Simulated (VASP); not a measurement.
Level of theory: r2SCAN meta-GGA, VASP's PBE PAW potentials (set 64) (plane waves; VASP).

VASP input:

INCAR:
```
ALGO = Normal
EDIFF = 1E-7
ENCUT = 520
ISIF = 2
ISMEAR = 0
LASPH = .TRUE.
LCHARG = .FALSE.
LMIXTAU = .TRUE.
LREAL = .FALSE.
LWAVE = .FALSE.
METAGGA = R2SCAN
NELM = 100
PREC = Accurate
SIGMA = 0.05
SYSTEM = Si
```

**POSCAR**
```
Si
1.0
  0.0000000000   2.7731986739   2.7731986739
  2.7731986739   0.0000000000   2.7731986739
  2.7731986739   2.7731986739   0.0000000000
Si
2
direct
  0.0000000000   0.0000000000   0.0000000000
  0.2500000000   0.2500000000   0.2500000000
```

**KPOINTS**
```
Automatic mesh
0
Gamma
8 8 8
0 0 0
```

POTCAR, in this order: Si (PBE.64 set). Program: vasp_std.

**Question.** What will the output report for the number of irreducible k-points (NKPTS), largest plane-wave count, number of space-group operations, FFT grid (NGX, NGY, NGZ)?

**Answer.** 
The number of irreducible k-points (NKPTS) is 29 and the largest plane-wave count comes out as 1174. The number of space-group operations comes out as 48. The FFT grid (NGX, NGY, NGZ) is 30 × 30 × 30.

The compound is Si in the diamond structure. This cell is one point of a volume scan, at 1.06 of the reference volume.
